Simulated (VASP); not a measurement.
Here is the system:

```
HfS2
1.0
    1.66026    -2.87565     0.00000
    1.66026     2.87565     0.00000
    0.00000     0.00000     5.12538
Hf S
1 2
Direct
  0.00000   0.00000   0.00000
  0.33333   0.66667   0.29260
  0.66667   0.33333   0.70740
```

Level of theory: LDA (Ceperley-Alder, Perdew-Zunger), VASP's LDA PAW potentials (set 64) (plane waves; VASP). Run with 500 eV cut-off, 11×11×6 Γ-centred mesh, first-order Methfessel-Paxton smearing of 0.10 eV, potentials Hf_pv S.

Unless said otherwise, spin-orbit coupling is left out, though it shifts the bands of the heavy elements here.

Q: Predict the energy per atom (σ→0), pressure, band gap (on the k-mesh) with the smallest direct gap where there is one.

A: 
| Quantity | Result |
|---|---|
| band gap (on the k-mesh) | none (metal, semimetal or under 0.01 eV) |
| energy per atom (σ→0) | -8.083 eV/atom |
| pressure | 20.03 GPa |

The compound is HfS2 in the 1T layered structure. It was relaxed first under an external pressure of 20 GPa.
